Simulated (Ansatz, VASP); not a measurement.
# ZnCu in two plane-wave programs

One calculation is typed for both programs; each brings its own data sets. How far apart do they land? The structure shown is the end of the Ansatz relaxation below.

Method: plane waves, with VASP 6.6.1 beside it; single point at PBE, in Ansatz 0.2.0.

## (1) Set-up

It takes space group Pm-3m (No. 221, cubic). Conventional cell: a = 2.947 Å, b = 2.947 Å, c = 2.947 Å, α = 90.00°, β = 90.00°, γ = 90.00°. Nearest to Zn lie 8 Cu at 2.55 Å. Cu has 8 Zn at 2.55 Å nearest. Farther neighbours are not listed.

## (2) Ansatz: relaxation, PBE

Ansatz runs on its default PAW (the set named soft_2) files.

This run makes the geometry at which the two programs are then compared.

input.yaml reads:

```yaml
crystal:
  lattice:
    - [2.963712959, 0.0, 0.0]
    - [0.0, 2.963712959, 0.0]
    - [0.0, 0.0, 2.963712959]
  atoms:
    - { symbol: Zn, position: [0.5, 0.5, 0.5] }
    - { symbol: Cu, position: [0.0, 0.0, 0.0] }
kpoints:
  mp_grid: { grid: [16, 16, 16] }
hamiltonian:
  xc: pbe
scf:
  occupations: { method: methfessel_paxton, width: 0.2 }
output:
  forces: true
  stress: true
  eigenvalues: true
  write_density: true
  write_potential: true
  elf: true
  volumetric_format: npy
relax:
  adjacent_minimum: "off"
  f_tol: 0.001
  max_steps: 60
  cell: { stress_tol: 0.05, p_target: 2.0 }
```

Run with:

```bash
$ ansatz run input.yaml --threads 4 --pin off --max-ram 8192MiB --backend cpu --events-out ev --progress --plain --runs-dir out
```

Numbers of over 12 decimals in the logs are rounded to 6 here.

Log:

```text
Engine: ansatz 0.2.0, aarch64-unknown-linux-gnu
Pseudopotentials: kind: paw
Pseudopotential: Zn, paw, valence charge 12, recommended cutoff 420 eV (normal), Zn.paw.azcp
Pseudopotential: Cu, paw, valence charge 19, recommended cutoff 420 eV (normal), Cu.paw.azcp
Functional definition: PBE
  parameter kappa = 0.804
  parameter beta = 0.066725
  exchange = pbe_x(kappa = kappa, mu = beta*pi^2/3)
  correlation = pbe_c(beta = beta)
Crystal: 2 atoms, lattice volume = 26.032 Å³
Basis set: ecut = 420 eV, 485 PW (Γ), exchange–correlation on 40×40×40 points (8 copies of the dense FFT grid, shifted against one another)
Bands: 20, of which v1, the nominal top of the filled ones, is band 16 counted from 1 (15 counted from 0)
Symmetry: 48 space group operations
Space group: Pm-3m (ITA 221), of the structure as read, at distance tolerance 3.0e-5 Å
k-points: 165 of 4096
Non-local potential: Zn, projectors of the file, l = 0: 2, l = 1: 2, l = 2: 3, l = 3: 1
Non-local potential: Cu, projectors of the file, l = 0: 3, l = 1: 2, l = 2: 3, l = 3: 1
PAW form: soft (Blöchl's): semilocal exchange-correlation on the pseudo side does not see the compensation charge
PAW one-centre angular grid: Zn, 590 points (default); XC on 64 Gauss nodes
PAW one-centre angular grid: Cu, 590 points (default); XC on 64 Gauss nodes
Initial density: superposition of atomic densities (neutral atoms: chi_scale 0, normalization atom), corrected by the library's trained network
Initial wavefunctions: pseudopotential atomic-orbital guess
Functional: x = pbe(κ = 0.804, μ = 0.219515), c = pbe(β = 0.066725)
SCF iter   1: F=—  HF=-9944.383395 eV  |F-HF|=—  |Δ(HF+E_count)|=         —  Δρ=1.84e-3  dr2=4.90e-4  ethr=1.77e-3  ⟨swp⟩=5.0  Hψ=13713  notcnv=0
preconditioner: auto → none  [metal: Δε(μ)=0.034 eV  Ē_g=12.611 eV  σ=0.200 eV  W_gap=0.14  n_scr=6 (ndim 8)  ℏωp=34.9 eV  f_vac=0.000  D(μ)=0.63/eV (n_scr^D=0)  sad-step TF]
SCF iter   2: F=—  HF=-9944.384003 eV  |F-HF|=—  |Δ(HF+E_count)|=   6.08e-4  S|Δr|=    0.00e0  Δρ=7.76e-4  dr2=8.20e-5  ethr=1.58e-6  ⟨swp⟩=2.2  Hψ=7186  notcnv=0
SCF iter   3: F=—  HF=-9944.384006 eV  |F-HF|=—  |Δ(HF+E_count)|=   3.33e-6  S|Δr|=    0.00e0  Δρ=3.68e-4  dr2=2.34e-5  ethr=2.65e-7  ⟨swp⟩=2.0  Hψ=4962  notcnv=0
SCF iter   4: F=—  HF=-9944.384003 eV  |F-HF|=—  |Δ(HF+E_count)|=   3.06e-6  S|Δr|=    0.00e0  Δρ=9.41e-5  dr2=1.36e-6  ethr=7.55e-8  ⟨swp⟩=2.0  Hψ=4301  notcnv=0
SCF iter   5: F=—  HF=-9944.384003 eV  |F-HF|=—  |Δ(HF+E_count)|=   4.00e-7  S|Δr|=    0.00e0  Δρ=2.34e-5  dr2=2.07e-7  ethr=4.39e-9  ⟨swp⟩=2.3  Hψ=4695  notcnv=0
SCF iter   6: F=-9944.384003 eV  HF=-9944.384003 eV  |F-HF|=4.92e-8  |Δ(HF+E_count)|=   6.57e-8  S|Δr|=    0.00e0  Δρ=1.29e-5  dr2=6.64e-8  ethr=3.23e-10  ⟨swp⟩=9.6  Hψ=24067  notcnv=0
SCF 1 converged in 6 iterations: F = -9944.384003 eV  dr2 = 6.64e-8
  greatest PAW one-centre occupation: 1.000 electrons in one spin orbital (limit 2), on the Cu atom at site 1 (counted from 0), in its partial waves of l = 0
relax step   1: F+E_penalty+E_count = -9944.38400291 eV  Δ(F+E_penalty+E_count) = +0.000e0 eV  max|allowed force component| = 3.287e-29 eV/Å  Δτ_max = 0.0000 Å  P = -0.001 GPa  Ω = 26.032 Å³  (6 SCF iters, dr2 threshold 1.00e-7 eV, accepted)
[...]
relax step   2: F+E_penalty+E_count = -9944.38320087 eV  Δ(F+E_penalty+E_count) = +8.020e-4 eV  max|allowed force component| = 1.104e-29 eV/Å  Δτ_max = 0.0000 Å  P = +1.230 GPa  Ω = 25.760 Å³  energy of the carried Pulay correction = +2.312e-4 eV  (5 SCF iters, dr2 threshold 2.00e-7 eV, accepted)
[...]
relax step   3: F+E_penalty+E_count = -9944.38164539 eV  Δ(F+E_penalty+E_count) = +1.555e-3 eV  max|allowed force component| = 4.174e-30 eV/Å  Δτ_max = 0.0000 Å  P = +2.027 GPa  Ω = 25.592 Å³  energy of the carried Pulay correction = +3.746e-4 eV  (4 SCF iters, dr2 threshold 2.00e-7 eV, accepted)
[...]
relax step   4: F+E_penalty+E_count = -9944.38125713 eV  Δ(F+E_penalty+E_count) = +3.883e-4 eV  max|allowed force component| = 2.646e-30 eV/Å  Δτ_max = 0.0000 Å  P = +2.040 GPa  Ω = 25.592 Å³  stress off target by 4.03e-2 GPa  SCF on the basis re-selected at this cell (its energy is not comparable with the rows above)  (6 SCF iters)
basis re-selected at this cell: Δ(F+E_penalty+E_count) = +3.883e-4 eV, ΔP = +0.013 GPa vs the last step (what re-selecting the basis moved, of the pressure what is left beyond the Pulay correction that the steps carried, after the strain that the cell walked since its last selection, with what the two solves' SCF thresholds leave and, on support functions, any second-order correction that the steps lacked; it is no m [...]
SCF converged after 6 iterations
Stability not checked: this state was not tested for a lower state beside it, because cold or Methfessel-Paxton smearing, or corrected tetrahedra, fill the levels in a way that the test cannot read (fill_not_monotonic; see scf.lower_state_search)
Free energy (F): -9944.381257 eV
Harris-Foulkes:  -9944.381257 eV  (|F-HF|=1.46e-11)
Internal energy: -9944.379853 eV  (E = F + TS)
E sigma→0 (E₀):  -9944.380906 eV
Entropy (-TS):   -0.001404 eV (-0.702 meV/atom)
Fermi energy:    14.469538 eV
--- Per-component energies (eV) ---
  E_band       = -318.797147
  E_kinetic    = 431.605556
  E_local      = -5796.143978  (includes V_loc(G=0)·N_el)
  E_nonlocal   = 1001.171648
  E_hartree    = 2529.207068
  E_xc         = -227.743081
  E_vxc        = -168.861532  (∫ρ·V_xc dr)
  E_paw        = -3488.419837  (= ΣΔE_a)
  E_vpaw       = -844.983152  (= ΣTr[D̂ρ^β])
  E_aug_tail   = -0.000014  (compensation charges beyond the density's cutoff)
  E_ewald      = -4394.057215
  E_smearing   = -0.001404  (= −TS)
  E_closure    = -0.000000  (closes the sum)
  Σ components = -9944.381257   (vs F -9944.381257, Δ=0.00e0)
--- Forces (eV/Å), atoms counted from 1 ---
  atom   1  Zn     0.00000000    -0.00000000    -0.00000000
  atom   2  Cu     0.00000000     0.00000000    -0.00000000
  max |Σ_I F_I| component: 5.23e-30 eV/Å
--- Stress (GPa, compression-positive) ---
        2.040260      -0.000000      -0.000000
        0.000000       2.040260      -0.000000
       -0.000000      -0.000000       2.040260
  P = ⅓ Tr σ = 2.0403 GPa (20.403 kbar)
--- Band table (eV; the first three rows and the last of 165) ---
  k-point 0: bands = [... 12 lower, 11.7765, 11.7765, 11.7765, 20.6533, 20.6533, 20.6533, 25.6962, 25.6962]
  k-point 1: bands = [... 12 lower, 11.7522, 11.7522, 11.7737, 19.9566, 20.7615, 20.7615, 25.7331, 26.0858]
  k-point 2: bands = [... 12 lower, 11.6845, 11.6845, 11.7655, 18.5143, 21.0803, 21.0803, 25.8442, 26.3582]
  k-point 164: bands = [... 12 lower, 12.0336, 12.0336, 18.3090, 18.7832, 18.7832, 18.7832, 18.9964, 18.9964]
--- Relaxed structure (3 steps of the walk, 3 accepted, 1 SCFs on fresh bases) ---
  F+E_penalty+E_count = -9944.38125713 eV   max|allowed force component| = 2.646e-30 eV/Å   (the final SCF, on the basis selected at the relaxed cell)
  cell:  # Å, volume = 25.5925 Å³
    - [2.946937, 0, 0]
    - [0, 2.946937, 0]
    - [0, 0, 2.946937]
  atoms:
    - { symbol: Zn, position: [0.5, 0.5, 0.5] }
    - { symbol: Cu, position: [0, 0, 0] }
```

Reading the cycles: dr2 is the Hartree energy of the density residual (eV), the measure of convergence; HF is the Harris–Foulkes estimate of the energy, which meets the free energy F at convergence.

## (3) VASP: single point, PBE, pair 1

The same cell, functional, mesh and smearing now go to VASP, with its own data sets.

Lines of VASP's logs that name or quote its potential files are left out, and so is its time.

INCAR reads:

```
SYSTEM = ZnCu
PREC = Accurate
ENCUT = 600
EDIFF = 1E-06
NELM = 120
ISMEAR = 1
SIGMA = 0.2
LREAL = .FALSE.
ALGO = Normal
GGA = PE
NBANDS = 17
LASPH = .TRUE.
LORBIT = 11
LWAVE = .FALSE.
LCHARG = .FALSE.
ISIF = 2
GGA_COMPAT = .FALSE.
```

POSCAR reads:

```
ZnCu
1.0
    2.9469372771      0.0000000000      0.0000000000
    0.0000000000      2.9469372771      0.0000000000
    0.0000000000      0.0000000000      2.9469372771
Zn Cu
1 1
Direct
    0.5000000000      0.5000000000      0.5000000000
    0.0000000000      0.0000000000      0.0000000000
```

KPOINTS reads:

```
Automatic mesh
0
Gamma
16 16 16
0 0 0
```

PAW data sets: Zn and Cu (PBE family, release 64).

Run with:

```bash
$ mpirun -np 1 vasp_std
```

Log:

```text
[banner, memory and clock lines left out]
running    1 mpi-ranks, on    1 nodes
 distrk:  each k-point on    1 cores,    1 groups
 distr:  one band on    1 cores,    1 groups

 POSCAR found type information on POSCAR ZnCu
 POSCAR found :  2 types and       2 ions
 LDA part: xc-table for (Slater+PW92), standard interpolation
 POSCAR, INCAR and KPOINTS ok, starting setup
 FFT: planning ... GRIDC
 FFT: planning ... GRID_SOFT
 FFT: planning ... GRID
 WAVECAR not read
 entering main loop
       N       E                     dE             d eps       ncg     rms          rms(c)
DAV:   1     0.119184203936E+03    0.11918E+03   -0.12514E+04  5898   0.249E+03
DAV:   2    -0.182285294729E+01   -0.12101E+03   -0.11703E+03  5620   0.324E+02
DAV:   3    -0.605543854021E+01   -0.42326E+01   -0.42085E+01  6503   0.777E+01
DAV:   4    -0.608820346993E+01   -0.32765E-01   -0.32755E-01  6698   0.616E+00
DAV:   5    -0.608864956912E+01   -0.44610E-03   -0.44607E-03  6964   0.732E-01    0.950E+00
DAV:   6    -0.593985693071E+01    0.14879E+00   -0.15238E+01  5895   0.974E+01    0.602E+00
DAV:   7    -0.501686176463E+01    0.92300E+00   -0.33290E+00  5988   0.926E+01    0.224E+00
DAV:   8    -0.501607679076E+01    0.78497E-03   -0.14108E-01  7636   0.512E+00    0.123E+00
DAV:   9    -0.500734868260E+01    0.87281E-02   -0.12931E-02  6503   0.269E+00    0.540E-02
DAV:  10    -0.500735957090E+01   -0.10888E-04   -0.69136E-04  8670   0.510E-01    0.483E-02
DAV:  11    -0.500735061475E+01    0.89561E-05   -0.82803E-05  6735   0.276E-01    0.842E-03
DAV:  12    -0.500734945075E+01    0.11640E-05   -0.66238E-06  6786   0.591E-02    0.173E-03
DAV:  13    -0.500734911542E+01    0.33533E-06   -0.26453E-07  3202   0.105E-02
   1 F= -.50073491E+01 E0= -.50068678E+01  d E =-.144386E-02
```

From OUTCAR (step 3):

```text
ion  position               nearest neighbor table
   1  0.500  0.500  0.500-   2 2.55   2 2.55   2 2.55   2 2.55   2 2.55   2 2.55   2 2.55   2 2.55

  LATTYP: Found a simple cubic cell.
 ALAT       =     2.9469372771

 Subroutine GETGRP returns: Found 48 space group operations
 (whereof 48 operations were pure point group operations)

The static configuration has the point symmetry O_h .

 Found    165 irreducible k-points:

   k-points           NKPTS =    165   k-points in BZ     NKDIM =    165   number of bands    NBANDS=     17

   dimension x,y,z NGX =    24 NGY =   24 NGZ =   24
   dimension x,y,z NGXF=    48 NGYF=   48 NGZF=   48

   ENCUT  =  600.0 eV  44.10 Ry    6.64 a.u.   5.89  5.89  5.89*2*pi/ulx,y,z

   NELECT =      23.0000    total number of electrons

 k-points in reciprocal lattice and weights: Automatic mesh
   0.00000000  0.00000000  0.00000000       0.000
   0.06250000  0.00000000  0.00000000       0.001
   0.12500000  0.00000000  0.00000000       0.001
   0.18750000  0.00000000  0.00000000       0.001
   0.25000000  0.00000000  0.00000000       0.001
   0.31250000  0.00000000  0.00000000       0.001
   0.37500000  0.00000000  0.00000000       0.001
   0.43750000  0.00000000  0.00000000       0.001
   0.50000000  0.00000000  0.00000000       0.001
[...]
0.50000000  0.50000000  0.43750000       0.001
   0.50000000  0.50000000  0.50000000       0.000

 average (electrostatic) potential at core
       1 -34.2398       2 -66.1993

 E-fermi :   5.5160

 k-point     1 :       0.0000    0.0000    0.0000
  band No.  band energies     occupation
    ...
      7       1.9463      2.00000
      8       1.9463      2.00000
      9       2.7885      2.00000
     10       2.7885      2.00000
     11       2.7885      2.00000
     12      11.7464      0.00000
     13      11.7464      0.00000
     14      11.7464      0.00000
     15      16.7656      0.00000
     16      16.7656      0.00000
    ...

 k-point     2 :       0.0625    0.0000    0.0000
  band No.  band energies     occupation
    ...
      7       1.9422      2.00000
      8       1.9531      2.00000
      9       2.7646      2.00000
     10       2.7646      2.00000
     11       2.7858      2.00000
     12      11.0421      0.00000
     13      11.8541      0.00000
     14      11.8541      0.00000
     15      16.8033      0.00000
     16      17.1657      0.00000
    ...

 k-point     3 :       0.1250    0.0000    0.0000
  band No.  band energies     occupation
    ...
      7       1.9305      2.00000
      8       1.9695      2.00000
      9       2.6984      2.00000
     10       2.6984      2.00000
     11       2.7780      2.00000
     12       9.5895      0.00000
     13      12.1714      0.00000
     14      12.1714      0.00000
     15      16.9171      0.00000
     16      17.4475      0.00000
    ...

  Total        0.4078528      0.4078528      0.4078528      0.0000000      0.0000000     -0.0000000
  in kB       25.5329683     25.5329683     25.5329683      0.0000000      0.0000000     -0.0000000
  external PRESSURE =      25.5329683 kB  Pullay stress =       0.0000000 kB

  energy-cutoff  :      600.00
  volume of cell :       25.59
      direct lattice vectors                 reciprocal lattice vectors
     2.946937277  0.000000000  0.000000000     0.339335353  0.000000000  0.000000000
     0.000000000  2.946937277  0.000000000     0.000000000  0.339335353  0.000000000
     0.000000000  0.000000000  2.946937277     0.000000000  0.000000000  0.339335353

 POSITION                                       TOTAL-FORCE (eV/Angst)
 -----------------------------------------------------------------------------------
      1.47347      1.47347      1.47347         0.000000      0.000000      0.000000
      0.00000      0.00000      0.00000         0.000000      0.000000      0.000000
 -----------------------------------------------------------------------------------
    total drift:                                0.000000      0.000000     -0.000000

  FREE ENERGIE OF THE ION-ELECTRON SYSTEM (eV)
  ---------------------------------------------------
  free  energy   TOTEN  =        -5.0073491154 eV

  energy  without entropy=       -5.0059052533  energy(sigma->0) =       -5.00686783

 total charge
# of ion       s       p       d       tot
------------------------------------------
    1        0.581   0.521   9.737  10.839
    2        0.426   0.381   9.179   9.986
--------------------------------------------------
tot          1.007   0.902  18.916  20.824

[... 3 further parts left out ...]
```

The run ends at a pressure of 2.55 GPa.

## (4) Comparison

Known differences besides the potentials themselves: the data sets hold 31 valence electrons in Ansatz (on its default PAW (the set named soft_2) files) and 23 in VASP; the cutoff is 420 eV in Ansatz and 600 eV in VASP; Ansatz's pressure holds a Pulay correction, VASP's none. Total energies have different zeros and are not compared.

Compared:

```tsv
quantity	Ansatz	VASP	difference
pressure (GPa)	2.04	2.55	-0.51
```

## (5) Ansatz: relaxation, PBE

This run makes the geometry at which the two programs are then compared. The cell compared in this pair holds 24.21 Å³, against 25.59 Å³ for the pair before.

The structure compared here is the end of the Ansatz relaxation.

input.yaml, the sections that differ from step 2:

```yaml
output:
  forces: true
  stress: true
  eigenvalues: true
relax:
  adjacent_minimum: "off"
  f_tol: 0.001
  max_steps: 60
  cell: { stress_tol: 0.05, p_target: 10.0 }
# crystal, kpoints, hamiltonian, scf: as in step 2
```

Run with:

```bash
$ ansatz run input.yaml --threads 4 --pin off --max-ram 8192MiB --backend cpu --events-out ev --progress --plain --runs-dir out
```

Log:

```text
[...]
Crystal: 2 atoms, lattice volume = 26.032 Å³
Basis set: ecut = 420 eV, 485 PW (Γ), exchange–correlation on 40×40×40 points (8 copies of the dense FFT grid, shifted against one another)
Bands: 20, of which v1, the nominal top of the filled ones, is band 16 counted from 1 (15 counted from 0)
[... 1 set-up line as in the run before ...]
[...]
k-points: 165 of 4096
[...]
k-point 164: bands = [... 12 lower, 13.0090, 13.0090, 19.7808, 19.9763, 19.9763, 19.9763, 20.2369, 20.2369]
--- Relaxed structure (4 steps of the walk, 4 accepted, 1 SCFs on fresh bases) ---
[...]
cell:  # Å, volume = 24.2057 Å³
    - [2.892715, 0, 0]
    - [0, 2.892715, 0.0]
    - [0, 0.0, 2.892715]
  atoms:
    - { symbol: Zn, position: [0.5, 0.5, 0.5] }
    - { symbol: Cu, position: [0, 0, 0] }
[key lines of the parts left out:]
SCF converged after 6 iterations
Free energy (F): -9944.330918 eV
Fermi energy:    15.555245 eV
P = ⅓ Tr σ = 10.0199 GPa (100.199 kbar)
```

## (6) VASP: single point, PBE, pair 2

The same cell, functional, mesh and smearing now go to VASP, with its own data sets.

INCAR is that of step 3.

POSCAR reads:

```
ZnCu
1.0
    2.8927152856      0.0000000000      0.0000000000
    0.0000000000      2.8927152856      0.0000000000
    0.0000000000      0.0000000000      2.8927152856
Zn Cu
1 1
Direct
    0.5000000000      0.5000000000      0.5000000000
    0.0000000000      0.0000000000      0.0000000000
```

KPOINTS is that of step 3.

Run with:

```bash
$ mpirun -np 1 vasp_std
```

Log:

```text
[... set-up lines as in an earlier step ...]
 entering main loop
       N       E                     dE             d eps       ncg     rms          rms(c)
DAV:   1     0.116789776137E+03    0.11679E+03   -0.12508E+04  6010   0.254E+03
DAV:   2    -0.181215923178E+01   -0.11860E+03   -0.11449E+03  5634   0.322E+02
DAV:   3    -0.605023189301E+01   -0.42381E+01   -0.42151E+01  6433   0.780E+01
DAV:   4    -0.608245194787E+01   -0.32220E-01   -0.32211E-01  6831   0.618E+00
[...]
DAV:  10    -0.495154599202E+01    0.14270E-04   -0.88549E-04  8647   0.685E-01    0.537E-02
DAV:  11    -0.495153017194E+01    0.15820E-04   -0.10551E-04  7008   0.323E-01    0.914E-03
DAV:  12    -0.495152920223E+01    0.96971E-06   -0.50723E-06  6297   0.388E-02
   1 F= -.49515292E+01 E0= -.49511312E+01  d E =-.119414E-02
```

OUTCAR, selected parts (step 6):

```text
  Total        1.6115157      1.6115157      1.6115157      0.0000000     -0.0000000      0.0000000
  in kB      106.6665011    106.6665011    106.6665011      0.0000000     -0.0000000      0.0000000
  external PRESSURE =     106.6665011 kB  Pullay stress =       0.0000000 kB

 POSITION                                       TOTAL-FORCE (eV/Angst)
 -----------------------------------------------------------------------------------
      1.44636      1.44636      1.44636         0.000000      0.000000      0.000000
      0.00000      0.00000      0.00000         0.000000      0.000000      0.000000
 -----------------------------------------------------------------------------------
    total drift:                                0.000000      0.000000     -0.000000

  FREE ENERGIE OF THE ION-ELECTRON SYSTEM (eV)
  ---------------------------------------------------
  free  energy   TOTEN  =        -4.9515292022 eV

  energy  without entropy=       -4.9503350652  energy(sigma->0) =       -4.95113116

[... 1 part as in an earlier step ...]

[... 2 further parts left out ...]
[key lines of the parts left out:]
E-fermi :   6.0896
```

The run ends at a pressure of 10.67 GPa.

## (7) Side by side

What differs besides the data sets and the points named for the pairs above, as far as they apply: the data sets hold 31 valence electrons in Ansatz (on its default PAW (the set named soft_2) files) and 23 in VASP. Total energies have different zeros and are not compared.

Both answers:

```tsv
quantity	Ansatz	VASP	difference
pressure (GPa)	10.02	10.67	-0.65
```

## (8) What came out

```json
{
 "difference in pressure (single point, PBE, pair 1)": "-0.51 GPa",
 "difference in pressure (single point, PBE, pair 2)": "-0.65 GPa"
}
```

The difference in pressure is -0.65 GPa (single point, PBE, pair 2), within the 1 GPa picked in this series as the mark of a large difference. The data sets hold unlike numbers of valence electrons (31 in Ansatz and 23 in VASP), so part of the differences comes from the potentials. Such differences can come from data sets, numerical settings and the points named under the comparisons, not from the functional's error against experiment.

[Lines on the potential files, build, host, timing and source positions are cut from VASP's logs without a mark.]

[Logs are printed without paths, hosts, clocks, repeated set-up lines and the standing remarks that a program may print on its own settings, such as how far it seeks lower states.]

[Hosts, paths, dates, database ids (printed as entryN), source tags and the programs' standing remarks are cut or masked in the printed files.]
